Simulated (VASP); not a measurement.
These are PBE GGA, VASP's PBE PAW potentials (set 64) (plane waves; VASP) values and carry that method's errors.

Input for VASP

File POSCAR:
```
FeAl
1
    2.8815945286     0.0000000000     0.0000000000
    0.0000000000     2.8815945286     0.0000000000
    0.0000000000     0.0000000000     2.8815945286
Al Fe
1 1
Direct
  0.5000000000   0.5000000000   0.5000000000
  0.0000000000   0.0000000000   0.0000000000
```

INCAR:
```
! general
SYSTEM =FeAl
PREC   =Accurate
ENCUT  =480
LREAL  =.FALSE.
LASPH  =.TRUE.

! electronic loop
EDIFF  =1E-7
NELM   =100
ALGO   =Normal
LMAXMIX=4

! smearing
ISMEAR =1
SIGMA  =0.1

! functional
GGA    =PE

! ions
IBRION =2
NSW    =30
ISIF   =2
EDIFFG =-0.01

! output
LWAVE  =.FALSE.
LCHARG =.FALSE.
```

### KPOINTS
```
K-points
0
G
 12 12 12
0 0 0
```

POTCAR, in this order: Al Fe (PBE.64 set). Program: vasp_std.

What VASP printed:

OSZICAR:
```
       N       E                     dE             d eps       ncg     rms          rms(c)
DAV:   1     0.293204129325E+02    0.29320E+02   -0.48648E+03  1528   0.116E+03
DAV:   2    -0.134070500057E+02   -0.42727E+02   -0.40864E+02  1514   0.173E+02
DAV:   3    -0.145560326403E+02   -0.11490E+01   -0.11127E+01  1814   0.387E+01
DAV:   4    -0.145782395369E+02   -0.22207E-01   -0.22165E-01  1928   0.460E+00
DAV:   5    -0.145787498902E+02   -0.51035E-03   -0.51031E-03  1874   0.621E-01    0.138E+01
DAV:   6    -0.167163967604E+02   -0.21376E+01   -0.76244E+01  1739   0.136E+02    0.185E+01
DAV:   7    -0.126607443503E+02    0.40557E+01   -0.38055E+01  1709   0.845E+01    0.251E+00
DAV:   8    -0.126322264984E+02    0.28518E-01   -0.22044E-01  1654   0.565E+00    0.149E+00
DAV:   9    -0.126168980087E+02    0.15328E-01   -0.51692E-02  1851   0.347E+00    0.369E-01
DAV:  10    -0.126164244156E+02    0.47359E-03   -0.10340E-03  1981   0.433E-01    0.157E-01
DAV:  11    -0.126164025077E+02    0.21908E-04   -0.30687E-05  1783   0.601E-02    0.864E-03
DAV:  12    -0.126164024840E+02    0.23629E-07   -0.92176E-07  1881   0.844E-03
   1 F= -.12616402E+02 E0= -.12616329E+02  d E =-.126164E+02
```

**OUTCAR**
```
------------------------ aborting loop because EDIFF is reached ----------------------------------------
  FORCE on cell =-STRESS in cart. coord.  units (eV):
  Direction    XX          YY          ZZ          XY          YZ          ZX
  --------------------------------------------------------------------------------------
  Total       -0.3580266     -0.3580266     -0.3580266      0.0000000     -0.0000000      0.0000000
  in kB      -23.9732676    -23.9732676    -23.9732676      0.0000000     -0.0000000      0.0000000
  external PRESSURE =     -23.9732676 kB  Pullay stress =       0.0000000 kB
  volume of cell :       23.93
      direct lattice vectors                 reciprocal lattice vectors
     2.881594529  0.000000000  0.000000000     0.347030087  0.000000000  0.000000000
     0.000000000  2.881594529  0.000000000     0.000000000  0.347030087  0.000000000
     0.000000000  0.000000000  2.881594529     0.000000000  0.000000000  0.347030087
 POSITION                                       TOTAL-FORCE (eV/Angst)
 -----------------------------------------------------------------------------------
      1.44080      1.44080      1.44080         0.000000      0.000000      0.000000
      0.00000      0.00000      0.00000         0.000000      0.000000      0.000000
 -----------------------------------------------------------------------------------
    total drift:                               -0.000000      0.000000      0.000000
  FREE ENERGIE OF THE ION-ELECTRON SYSTEM (eV)
  ---------------------------------------------------
  free  energy   TOTEN  =       -12.6164024840 eV

  energy  without entropy=      -12.6161830124  energy(sigma->0) =      -12.61632933

 reached required accuracy - stopping structural energy minimisation
```
(Selected blocks of OUTCAR.)

**OUTCAR**
```
 val. band max:        7.7978726516   @ k =   0.0833   0.0833   0.0000

 cond. band min:       7.8154086115   @ k =   0.3333   0.1667   0.0000


 Fermi energy:         7.8050312245

 k-point     1 :       0.0000    0.0000    0.0000
  band No.  band energies     occupation
      1      -2.4262      2.00000
      2       5.6451      2.00000
      3       5.6451      2.00000
      4       7.9681     -0.04329
      5       7.9681     -0.04328
      6       7.9681     -0.04328
      7      14.2656      0.00000
      8      14.2656      0.00000
      9      14.2656      0.00000

 k-point     2 :       0.0833    0.0000    0.0000
  band No.  band energies     occupation
      1      -2.2967      2.00000
      2       5.6275      2.00000
      3       5.6847      2.00000
      4       7.8867      0.01141
      5       7.8867      0.01137
      6       7.9764     -0.03588
      7      13.2151      0.00000
      8      14.4563      0.00000
      9      14.4563      0.00000

 k-point     3 :       0.1667    0.0000    0.0000
  band No.  band energies     occupation
      1      -1.9114      2.00000
      2       5.5167      2.00000
      3       5.7952      2.00000
      4       7.6792      2.07059
      5       7.6793      2.07059
      6       7.9992     -0.01922
      7      11.5618      0.00000
      8      14.9937      0.00000
      9      14.9937      0.00000

 k-point     4 :       0.2500    0.0000    0.0000
  band No.  band energies     occupation
      1      -1.2805      2.00000
      2       5.1371      2.00000
      3       5.9527      2.00000
      4       7.4240      2.00000
      5       7.4241      2.00000
      6       8.0305     -0.00645
      7      10.2101      0.00000
      8      15.8051      0.00000
      9      15.8051      0.00000

 k-point     5 :       0.3333    0.0000    0.0000
  band No.  band energies     occupation
      1      -0.4222      2.00000
      2       4.3139      2.00000
      3       6.1185      2.00000
...
```

The compound is FeAl in the CsCl type structure. This cell was strained or had an atom moved on purpose. The run is not spin-polarised, so no magnetic state was tried. The electron count is odd and the run is not spin-polarised, which forces a metal.
